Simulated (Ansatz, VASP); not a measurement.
## Li2AsCl: VASP beside Ansatz

Contents of INCAR:

```
  ALGO = Normal
  EDIFF = 1E-7
  ENCUT = 520
  GGA = PE
  ISIF = 2
  ISMEAR = 1
  LASPH = T
  LCHARG = T
  LELF = T
  LREAL = F
  LVHAR = T
  LWAVE = F
  NBANDS = 17
  NELM = 100
  PREC = Accurate
  SIGMA = 0.0426
```

KPOINTS

```
k-points
0
Gamma
  8 8 8
```

File POSCAR:

```
Li2AsCl
1.0
    1.8744570000      3.2466520000      0.0000000000
   -1.8744570000      3.2466520000      0.0000000000
   -1.8744570000      1.0822150000      6.3348730000
As Cl Li
1 1 2
Direct
    0.5000000000      0.0000000000      0.5000000000
    0.0000000000      0.0000000000      0.0000000000
    0.2313000000      0.5374000000      0.6939000000
    0.7687000000      0.4626000000      0.3061000000
```

Input for Ansatz:

```yaml
crystal:
  lattice:
    - [1.874457, 3.246652, 0.0]
    - [-1.874457, 3.246652, 0.0]
    - [-1.874457, 1.082215, 6.334873]
  atoms:
    - { symbol: As, position: [0.5, 0.0, 0.5] }
    - { symbol: Cl, position: [0.0, 0.0, 0.0] }
    - { symbol: Li, position: [0.2313, 0.5374, 0.6939] }
    - { symbol: Li, position: [0.7687, 0.4626, 0.3061] }
  symmetry: { tolerance: 0.0003 }
kpoints:
  mp_grid: { grid: [8, 8, 8], shift: [0, 0, 0] }
  band_path:
    path:
      - [0.0, 0.0, 0.0]
      - [0.0, 0.0, 0.5]
      - [0.31387694, -0.31387694, 0.18612306]
      - [0.31387694, -0.37224611, -0.18612306]
      - [0.5, 0.0, 0.0]
      - [0.0, 0.0, 0.0]
      - [0.34306153, -0.34306153, -0.34306153]
      - [0.31387694, -0.34306153, 0.0]
      - [0.0, -0.5, 0.0]
      - [0.0, 0.0, 0.0]
    npoints: 6
magnetization:
  spin_polarized: false
scf:
  occupations: { method: methfessel_paxton, width: 0.0426 }
  lower_state_search: "off"
  max_iter: 200
hamiltonian:
  pseudopotentials: { kind: paw }
  xc: pbe
basis:
  ecutwfc: 420
  fft_grid_basis: typed
output:
  forces: true
  stress: true
  eigenvalues: true
  bader: true
  populations: true
  elf: true
  write_potential: true
  volumetric_format: npy
  dos:
    e_range: [-12, 8]
    de: 0.05
    projected: { site_lists: { As: [As], Cl: [Cl], Li: [Li] } }
checkpoint:
  read: saved_state
```

Alike in both runs: task single point; functional PBE; k mesh 8 × 8 × 8; occupations methfessel-paxton of order 1, width 0.0426 eV; no spin polarisation.

```csv
,VASP,Ansatz
version,VASP 6.6.1,Ansatz 0.2.0
potentials or method,"VASP PAW PBE potentials, release 64 (As, Cl, Li_sv)",PAW plane waves
plane-wave cutoff (eV),520,420
valence electrons in the cell,18,28
```

Ansatz gave:

- rms of the force components (eV/Å): 0.647

Q: What did VASP give for the same quantities?

A: rms of the force components (eV/Å): 0.649.

Atom by atom the forces differ by 0.003 eV/Å (rms over components). With one functional, cell and mesh, what is left measures potentials, basis and numerics. The two sets of potentials don't hold the same shells in valence. Ansatz warned: «structure_snapped_to_symmetry».

Caveats: forces of over 1 eV/Å show positions far from the minimum, so gaps and moduli don't describe the material at rest.
